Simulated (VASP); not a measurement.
Here is the system:

```
Ge
1.0
    0.00000     2.83195     2.83195
    2.83195     0.00000     2.83195
    2.83195     2.83195     0.00000
Ge
2
Direct
  0.00000   0.00000   0.00000
  0.25000   0.25000   0.25000
```

Computed with PBEsol GGA, VASP's PBE PAW potentials (set 64) (plane waves; VASP 6.6.1). Settings: 480 eV cut-off, 10×10×10 Γ-centred mesh, first-order Methfessel-Paxton smearing of 0.10 eV, potentials Ge_d.

**Question.** Predict the energy per atom (σ→0), band gap (on the k-mesh) with the smallest direct gap where there is one.

**Answer.** 
band gap (on the k-mesh): none (metal, semimetal or under 0.01 eV)
energy per atom (σ→0): -4.935 eV/atom

Only differences to runs with the same potentials and settings are physical.

The compound is Ge in the diamond structure. It was relaxed first.
